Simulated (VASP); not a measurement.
Output of a VASP run:

**OUTCAR**
```
 ion  position               nearest neighbor table
   1  0.222  0.111  0.250-  37 1.90  49 1.90  45 1.90  36 1.91  16 3.08   2 3.09  14 3.09  10 3.09
                            12 3.09   4 3.09   9 3.13  24 3.13  32 3.13  13 3.13   5 3.13  17 3.15
   2  0.111  0.222  0.000-  38 1.90  42 1.90  62 1.90  37 1.91   5 3.04   3 3.09   1 3.09  24 3.09
                            26 3.09   7 3.10  14 3.13  25 3.13  10 3.13  33 3.13  18 3.13   6 3.13
   3  0.222  0.111  0.750-  39 1.90  51 1.90  47 1.90  38 1.91  19 3.08   2 3.09  14 3.09  10 3.09
                            12 3.09   7 3.10   4 3.11  16 3.12  11 3.13  26 3.13  34 3.13  15 3.13
   4  0.107  0.221  0.499-  60 1.87  36 1.92  39 1.92  40 1.92  24 3.06  26 3.08   7 3.08   1 3.09
                            27 3.10  35 3.10   3 3.11   5 3.11   8 3.11  12 3.14  16 3.19
   5  0.216  0.441  0.246-  41 1.86  37 1.86  40 1.91  53 1.94   6 3.04   2 3.04  18 3.08  28 3.09
                            24 3.09   4 3.11   9 3.13   1 3.13   8 3.15  17 3.18  20 3.22
   6  0.111  0.556  0.000-  46 1.90  66 1.90  42 1.90  41 1.91   5 3.04   9 3.09  11 3.09  28 3.09
                            30 3.09   7 3.12  10 3.13  18 3.13  29 3.13  21 3.13  25 3.13   2 3.13
   7  0.226  0.444  0.749-  55 1.88  39 1.89  42 1.93  43 1.93  19 3.05   8 3.06  22 3.07  18 3.08
                             4 3.08   2 3.10   3 3.10   6 3.12  26 3.14  11 3.16  30 3.17
   8  0.110  0.554  0.505-  43 1.87  64 1.91  44 1.93  40 1.93  30 3.05  11 3.06   7 3.06   4 3.11
                            27 3.12  28 3.12  23 3.13   9 3.13  31 3.14  12 3.14   5 3.15
   9  0.222  0.778  0.250-  45 1.90  41 1.90  57 1.90  44 1.91  23 3.07  12 3.09  10 3.09  21 3.09
                             6 3.09   1 3.13  32 3.13  28 3.13  13 3.13   5 3.13   8 3.13  20 3.15
  10  0.111  0.889  0.000-  46 1.90  38 1.90  70 1.90  45 1.91   9 3.09  11 3.09   1 3.09   3 3.09
                            32 3.09  34 3.09   6 3.13  21 3.13  33 3.13   2 3.13  29 3.13  14 3.13
  11  0.222  0.778  0.750-  47 1.90  43 1.90  59 1.90  46 1.91   8 3.06  22 3.09  12 3.09  10 3.09
                            21 3.09   6 3.09  23 3.11   3 3.13  34 3.13  30 3.13  15 3.13   7 3.16
  12  0.111  0.889  0.500-  44 1.90  36 1.90  68 1.90  47 1.91   9 3.09  11 3.09   1 3.09   3 3.09
                            32 3.09  34 3.09  16 3.12   4 3.14   8 3.14  35 3.14  23 3.14  31 3.15
  13  0.556  0.111  0.250-  61 1.90  57 1.90  49 1.90  48 1.91  16 3.04  23 3.08  25 3.09  27 3.09
                            21 3.09  14 3.09  20 3.11  24 3.13  28 3.13   9 3.13   1 3.13  17 3.15
  14  0.444  0.222  0.000-  38 1.90  54 1.90  50 1.90  49 1.91  19 3.04   3 3.09   1 3.09  15 3.09
                            13 3.09   2 3.13  21 3.13  10 3.13  18 3.13  25 3.13  29 3.13  17 3.14
  15  0.556  0.111  0.750-  63 1.90  59 1.90  51 1.90  50 1.91  16 3.08  25 3.09  27 3.09  21 3.09
                            14 3.09  19 3.11  23 3.12  26 3.13  30 3.13  11 3.13   3 3.13  22 3.14
  16  0.446  0.218  0.498-  48 1.85  36 1.91  52 1.93  51 1.94  13 3.04  17 3.07   1 3.08  15 3.08
                            27 3.09  23 3.11   3 3.12  31 3.12  12 3.12  19 3.13   4 3.19
  17  0.558  0.448  0.254-  52 1.84  53 1.89  65 1.90  49 1.94  31 3.01  16 3.07  32 3.10  29 3.11
                            18 3.12  20 3.13  28 3.13  14 3.14  13 3.15   1 3.15   5 3.18
  18  0.444  0.556  0.000-  53 1.89  42 1.90  58 1.90  54 1.90  22 3.05  19 3.05   7 3.08   5 3.08
                            20 3.10  17 3.12  21 3.13   6 3.13   2 3.13  33 3.13  29 3.13  14 3.13
  19  0.550  0.440  0.754-  51 1.88  54 1.88  55 1.89  67 1.96  14 3.04  18 3.05   7 3.05   3 3.08
                            29 3.09  15 3.11  16 3.13  22 3.14  31 3.16  30 3.16  34 3.18
  20  0.560  0.782  0.249-  69 1.86  57 1.90  56 1.93  53 1.97  33 3.06  23 3.07  35 3.07  21 3.08
                            24 3.09  18 3.10  32 3.10  13 3.11  17 3.13   9 3.15   5 3.22
  21  0.444  0.889  0.000-  46 1.90  50 1.90  58 1.90  57 1.91  22 3.05  20 3.08   9 3.09  11 3.09
                            13 3.09  15 3.09  10 3.13  18 3.13  14 3.13   6 3.13  25 3.13  33 3.13
  22  0.549  0.774  0.753-  55 1.86  58 1.89  59 1.89  71 1.96  18 3.05  21 3.05   7 3.07  11 3.09
                            33 3.10  23 3.11  15 3.14  19 3.14  35 3.14  34 3.17  26 3.18
  23  0.445  0.886  0.498-  44 1.90  56 1.91  48 1.92  59 1.94  20 3.07   9 3.07  13 3.08  35 3.10
                            22 3.11  11 3.11  16 3.11  15 3.12   8 3.13  27 3.14  12 3.14
  24  0.889  0.111  0.250-  61 1.90  37 1.90  69 1.90  60 1.91   4 3.06  35 3.08   5 3.09  20 3.09
                            27 3.09  25 3.09  33 3.09   2 3.09  13 3.13  28 3.13   1 3.13  32 3.13
  25  0.778  0.222  0.000-  62 1.90  50 1.90  66 1.90  61 1.91  24 3.09  26 3.09  13 3.09  15 3.09
                            28 3.09  30 3.09   2 3.13  33 3.13  21 3.13   6 3.13  14 3.13  29 3.13
  26  0.889  0.111  0.750-  63 1.90  39 1.90  71 1.90  62 1.91   4 3.08  35 3.08  27 3.09  25 3.09
                            33 3.09   2 3.09  15 3.13  30 3.13  34 3.13   3 3.13   7 3.14  22 3.18
  27  0.778  0.222  0.500-  60 1.90  48 1.90  64 1.90  63 1.91  24 3.09  26 3.09  13 3.09  15 3.09
                            28 3.09  30 3.09  16 3.09   4 3.10  35 3.11  31 3.11   8 3.12  23 3.14
  28  0.889  0.444  0.250-  61 1.90  41 1.90  65 1.90  64 1.91  31 3.06   5 3.09  27 3.09  25 3.09
                             6 3.09  29 3.09   8 3.12  17 3.13  24 3.13  13 3.13   9 3.13  32 3.13
  29  0.778  0.556  0.000-  70 1.90  54 1.90  66 1.90  65 1.91  19 3.09  32 3.09  34 3.09  28 3.09
                            30 3.09  17 3.11  33 3.13   6 3.13  10 3.13  25 3.13  18 3.13  14 3.13
  30  0.889  0.444  0.750-  63 1.90  43 1.90  67 1.90  66 1.91   8 3.05  25 3.09  27 3.09   6 3.09
                            29 3.09  31 3.11  26 3.13  15 3.13  11 3.13  34 3.13  19 3.16   7 3.17
  31  0.776  0.553  0.497-  64 1.89  68 1.91  52 1.91  67 1.94  17 3.01  28 3.06  32 3.08  30 3.11
                            27 3.11  16 3.12  34 3.12   8 3.14  12 3.15  19 3.16  35 3.16
  32  0.889  0.778  0.250-  69 1.90  65 1.90  45 1.90  68 1.91  31 3.08  33 3.09  29 3.09  12 3.09
                            10 3.09  35 3.10  20 3.10  17 3.10   9 3.13  24 3.13   1 3.13  28 3.13
  33  0.778  0.889  0.000-  70 1.90  58 1.90  62 1.90  69 1.91  20 3.06  32 3.09  34 3.09  24 3.09
                            26 3.09  22 3.10  29 3.13  10 3.13  25 3.13   2 3.13  18 3.13  21 3.13
  34  0.889  0.778  0.750-  71 1.90  67 1.90  47 1.90  70 1.91  33 3.09  29 3.09  10 3.09  12 3.09
                            35 3.10  31 3.12  11 3.13  26 3.13   3 3.13  30 3.13  22 3.17  19 3.18
  35  0.777  0.890  0.500-  60 1.89  56 1.90  71 1.91  68 1.92  20 3.07  26 3.08  24 3.08  34 3.10
                            32 3.10  23 3.10   4 3.10  27 3.11  22 3.14  12 3.14  31 3.16
  36  0.222  0.111  0.441-  12 1.90  16 1.91   1 1.91   4 1.92
  37  0.111  0.222  0.191-   5 1.86   1 1.90  24 1.90   2 1.91
  38  0.222  0.111  0.941-   2 1.90  14 1.90  10 1.90   3 1.91
  39  0.111  0.222  0.691-   7 1.89   3 1.90  26 1.90   4 1.92
  40  0.223  0.445  0.436-  72 1.87   5 1.91   4 1.92   8 1.93
  41  0.111  0.556  0.191-   5 1.86   9 1.90  28 1.90   6 1.91
  42  0.222  0.444  0.941-   2 1.90  18 1.90   6 1.90   7 1.93
  43  0.111  0.556  0.691-   8 1.87  11 1.90  30 1.90   7 1.93
  44  0.222  0.778  0.441-  23 1.90  12 1.90   9 1.91   8 1.93
...
```

**OSZICAR**
```
...
DAV:   1    -0.513785727942E+03   -0.11023E-02   -0.66289E-01   808   0.198E+00    0.130E-01
RMM:   2    -0.513786407105E+03   -0.67916E-03   -0.10845E-02   729   0.225E-01    0.677E-02
RMM:   3    -0.513786366133E+03    0.40972E-04   -0.12747E-03   731   0.792E-02    0.455E-02
RMM:   4    -0.513786321690E+03    0.44443E-04   -0.40189E-04   729   0.412E-02    0.135E-02
RMM:   5    -0.513786328311E+03   -0.66204E-05   -0.72382E-05   588   0.172E-02
   7 F= -.51378633E+03 E0= -.51378633E+03  d E =-.343042E-01  mag=     1.0000
       N       E                     dE             d eps       ncg     rms          rms(c)
DAV:   1    -0.513792831336E+03   -0.65096E-02   -0.28248E+00   752   0.421E+00    0.269E-01
RMM:   2    -0.513795393457E+03   -0.25621E-02   -0.46298E-02   729   0.476E-01    0.146E-01
RMM:   3    -0.513795021761E+03    0.37170E-03   -0.53787E-03   731   0.165E-01    0.899E-02
RMM:   4    -0.513794852708E+03    0.16905E-03   -0.18019E-03   731   0.855E-02    0.278E-02
RMM:   5    -0.513794876192E+03   -0.23484E-04   -0.26675E-04   780   0.337E-02    0.212E-02
RMM:   6    -0.513794878677E+03   -0.24857E-05   -0.39170E-05   543   0.145E-02
   8 F= -.51379488E+03 E0= -.51379488E+03  d E =-.855037E-02  mag=     1.0000
       N       E                     dE             d eps       ncg     rms          rms(c)
DAV:   1    -0.513794899040E+03   -0.22849E-04   -0.91614E-03   856   0.240E-01    0.160E-02
RMM:   2    -0.513794907318E+03   -0.82777E-05   -0.15133E-04   718   0.273E-02    0.892E-03
RMM:   3    -0.513794906508E+03    0.81051E-06   -0.20901E-05   472   0.103E-02    0.573E-03
RMM:   4    -0.513794906227E+03    0.28093E-06   -0.48657E-06   434   0.498E-03
   9 F= -.51379491E+03 E0= -.51379491E+03  d E =-.857792E-02  mag=     1.0000
       N       E                     dE             d eps       ncg     rms          rms(c)
DAV:   1    -0.513798036208E+03   -0.31297E-02   -0.75097E-01   752   0.216E+00    0.148E-01
RMM:   2    -0.513798955791E+03   -0.91958E-03   -0.13162E-02   728   0.261E-01    0.805E-02
RMM:   3    -0.513798905512E+03    0.50279E-04   -0.14468E-03   731   0.896E-02    0.517E-02
RMM:   4    -0.513798852611E+03    0.52901E-04   -0.54218E-04   729   0.488E-02    0.163E-02
RMM:   5    -0.513798858559E+03   -0.59478E-05   -0.82425E-05   627   0.195E-02
  10 F= -.51379886E+03 E0= -.51379886E+03  d E =-.395233E-02  mag=     1.0000
       N       E                     dE             d eps       ncg     rms          rms(c)
DAV:   1    -0.513799058162E+03   -0.20555E-03   -0.10688E-01   800   0.817E-01    0.561E-02
RMM:   2    -0.513799197992E+03   -0.13983E-03   -0.19427E-03   728   0.101E-01    0.320E-02
RMM:   3    -0.513799191183E+03    0.68091E-05   -0.21625E-04   731   0.349E-02    0.211E-02
RMM:   4    -0.513799183693E+03    0.74896E-05   -0.84393E-05   683   0.194E-02
  11 F= -.51379918E+03 E0= -.51379918E+03  d E =-.427747E-02  mag=     1.0000
       N       E                     dE             d eps       ncg     rms          rms(c)
DAV:   1    -0.513799969143E+03   -0.77796E-03   -0.16883E-01   752   0.104E+00    0.749E-02
RMM:   2    -0.513800181486E+03   -0.21234E-03   -0.31676E-03   728   0.130E-01    0.412E-02
RMM:   3    -0.513800165781E+03    0.15705E-04   -0.35990E-04   732   0.449E-02    0.259E-02
RMM:   4    -0.513800154426E+03    0.11355E-04   -0.13361E-04   727   0.243E-02    0.823E-03
RMM:   5    -0.513800155751E+03   -0.13254E-05   -0.19549E-05   465   0.964E-03
  12 F= -.51380016E+03 E0= -.51380016E+03  d E =-.972058E-03  mag=     1.0000
```

OUTCAR:
```
------------------------ aborting loop because EDIFF is reached ----------------------------------------
  FORCE on cell =-STRESS in cart. coord.  units (eV):
  Direction    XX          YY          ZZ          XY          YZ          ZX
  --------------------------------------------------------------------------------------
  Total       10.8531133     11.0852370      1.7464763     -0.0090778      0.0009810      0.0049606
  in kB       22.7452383     23.2317079      3.6601497     -0.0190246      0.0020560      0.0103960
  external PRESSURE =      16.5456987 kB  Pullay stress =       0.0000000 kB
  volume of cell :      764.49
      direct lattice vectors                 reciprocal lattice vectors
     4.693267657 -8.128978018  0.000000000     0.106535582 -0.061508347  0.000000000
     4.693267657  8.128978018  0.000000000     0.106535582  0.061508347  0.000000000
     0.000000000  0.000000000 10.019202615     0.000000000  0.000000000  0.099808342
  FREE ENERGIE OF THE ION-ELECTRON SYSTEM (eV)
  ---------------------------------------------------
  free  energy   TOTEN  =      -513.8001557514 eV

  energy  without entropy=     -513.8001557514  energy(sigma->0) =     -513.80015575

 total charge

# of ion       s       p       d       tot
------------------------------------------
    1        0.366   0.435   0.000   0.801
    2        0.365   0.433   0.000   0.798
    3        0.366   0.436   0.000   0.801
    4        0.365   0.433   0.000   0.799
    5        0.366   0.432   0.000   0.798
    6        0.365   0.433   0.000   0.798
    7        0.365   0.435   0.000   0.799
    8        0.365   0.433   0.000   0.799
    9        0.366   0.435   0.000   0.801
   10        0.365   0.435   0.000   0.800
   11        0.366   0.436   0.000   0.802
   12        0.366   0.436   0.000   0.802
   13        0.366   0.433   0.000   0.799
   14        0.365   0.433   0.000   0.798
   15        0.365   0.435   0.000   0.800
   16        0.365   0.433   0.000   0.799
   17        0.366   0.432   0.000   0.798
   18        0.366   0.436   0.000   0.802
   19        0.365   0.435   0.000   0.799
   20        0.366   0.432   0.000   0.798
   21        0.365   0.433   0.000   0.798
   22        0.365   0.435   0.000   0.799
   23        0.365   0.433   0.000   0.799
   24        0.366   0.434   0.000   0.799
   25        0.366   0.434   0.000   0.800
   26        0.365   0.435   0.000   0.800
   27        0.366   0.434   0.000   0.800
   28        0.366   0.434   0.000   0.799
   29        0.365   0.433   0.000   0.798
   30        0.365   0.435   0.000   0.800
   31        0.365   0.433   0.000   0.799
   32        0.366   0.435   0.000   0.801
   33        0.365   0.433   0.000   0.798
   34        0.366   0.436   0.000   0.801
   35        0.365   0.433   0.000   0.799
   36        1.237   2.591   0.000   3.828
   37        1.238   2.582   0.000   3.820
   38        1.238   2.586   0.000   3.825
   39        1.238   2.591   0.000   3.829
   40        1.235   2.563   0.000   3.798
   41        1.238   2.582   0.000   3.820
   42        1.238   2.585   0.000   3.823
   43        1.238   2.591   0.000   3.829
   44        1.237   2.591   0.000   3.828
   45        1.238   2.586   0.000   3.825
   46        1.238   2.586   0.000   3.825
   47        1.238   2.589   0.000   3.827
   48        1.237   2.579   0.000   3.817
...
```
(Selected blocks of OUTCAR.)

### POSCAR
```
Al35BeN36
1
    4.6932676572    -8.1289780182     0.0000000000
    4.6932676572     8.1289780182     0.0000000000
    0.0000000000     0.0000000000    10.0192026154
Al N Be
35 36 1
Direct
  0.2222220000   0.1111110000   0.2500000000
  0.1111110000   0.2222220000   0.0000000000
  0.2222220000   0.1111110000   0.7500000000
  0.1074920000   0.2211480000   0.4992230000
  0.2160250000   0.4413550000   0.2456200000
  0.1111110000   0.5555560000   0.0000000000
  0.2261980000   0.4435630000   0.7485270000
  0.1102230000   0.5539940000   0.5047900000
  0.2222220000   0.7777780000   0.2500000000
  0.1111110000   0.8888890000   0.0000000000
  0.2222220000   0.7777780000   0.7500000000
  0.1111110000   0.8888890000   0.5000000000
  0.5555560000   0.1111110000   0.2500000000
  0.4444440000   0.2222220000   0.0000000000
  0.5555560000   0.1111110000   0.7500000000
  0.4461870000   0.2184350000   0.4975870000
  0.5575620000   0.4476980000   0.2541090000
  0.4444440000   0.5555560000   0.0000000000
  0.5496770000   0.4399160000   0.7536330000
  0.5604160000   0.7820530000   0.2489140000
  0.4444440000   0.8888890000   0.0000000000
  0.5492350000   0.7739550000   0.7529260000
  0.4447030000   0.8860210000   0.4976180000
  0.8888890000   0.1111110000   0.2500000000
  0.7777780000   0.2222220000   0.0000000000
  0.8888890000   0.1111110000   0.7500000000
  0.7777780000   0.2222220000   0.5000000000
  0.8888890000   0.4444440000   0.2500000000
  0.7777780000   0.5555560000   0.0000000000
  0.8888890000   0.4444440000   0.7500000000
  0.7757790000   0.5529830000   0.4973000000
  0.8888890000   0.7777780000   0.2500000000
  0.7777780000   0.8888890000   0.0000000000
  0.8888890000   0.7777780000   0.7500000000
  0.7772740000   0.8904390000   0.5000910000
  0.2222220000   0.1111110000   0.4410000000
  0.1111110000   0.2222220000   0.1910000000
  0.2222220000   0.1111110000   0.9410000000
  0.1111110000   0.2222220000   0.6910000000
  0.2230740000   0.4445940000   0.4363420000
  0.1111110000   0.5555560000   0.1910000000
  0.2222220000   0.4444440000   0.9410000000
  0.1111110000   0.5555560000   0.6910000000
  0.2222220000   0.7777780000   0.4410000000
  0.1111110000   0.8888890000   0.1910000000
  0.2222220000   0.7777780000   0.9410000000
  0.1111110000   0.8888890000   0.6910000000
  0.5555560000   0.1111110000   0.4410000000
  0.4444440000   0.2222220000   0.1910000000
  0.5555560000   0.1111110000   0.9410000000
  0.4444440000   0.2222220000   0.6910000000
  0.5518680000   0.4441120000   0.4381250000
  0.4435780000   0.5518850000   0.1884750000
  0.5555560000   0.4444440000   0.9410000000
  0.4471160000   0.5579420000   0.6930150000
  0.5553170000   0.7723350000   0.4416610000
  0.4444440000   0.8888890000   0.1910000000
  0.5555560000   0.7777780000   0.9410000000
  0.4444440000   0.8888890000   0.6910000000
  0.8888890000   0.1111110000   0.4410000000
  0.7777780000   0.2222220000   0.1910000000
  0.8888890000   0.1111110000   0.9410000000
  0.7777780000   0.2222220000   0.6910000000
  0.8888890000   0.4444440000   0.4410000000
  0.7777780000   0.5555560000   0.1910000000
  0.8888890000   0.4444440000   0.9410000000
  0.7777780000   0.5555560000   0.6910000000
  0.8888890000   0.7777780000   0.4410000000
  0.7777780000   0.8888890000   0.1910000000
  0.8888890000   0.7777780000   0.9410000000
  0.7777780000   0.8888890000   0.6910000000
  0.4395930000   0.5552440000   0.4992620000
```

### Question
Reconstruct the remaining input files.

### Answer
Several could match; the one computed here: the input of the run itself, PBE GGA, plane waves, VASP's PBE PAW potentials (set 64).

### KPOINTS
```
K-points
0
Gamma
1 1 1
0 0 0
```

### INCAR
```
SYSTEM  =  Al35BeN36
PREC  =  Normal; ENCUT  =  400; LREAL  =  Auto
LASPH  =  .True.; ISYM  =  0; NELECT  =  289.0
EDIFF  =  1E-5; NELM  =  100; NELMIN  =  4
ALGO  =  Fast
ISMEAR  =  0; SIGMA  =  0.05
GGA  =  PE
ISPIN  =  2; MAGMOM  =  72*0.0139; NUPDOWN  =  1
IBRION  =  2; NSW  =  60; ISIF  =  2
EDIFFG  =  -0.03
LWAVE  =  .False.; LCHARG  =  .False.; LORBIT  =  10
```

POTCAR, in this order: Al N Be (PBE.64 set). Program: vasp_gam.

At this cut-off the stress carries a Pulay error, which pulls relaxed volumes low. The cell is charged, with a uniform compensating background. The supercell is sampled at Γ alone, which is coarse: total energies, pressure and levels can be off, energies of defects by several tenths of an eV.

The cell is a supercell with a defect, built from AlN (wurtzite): Be_Al, charge -2.
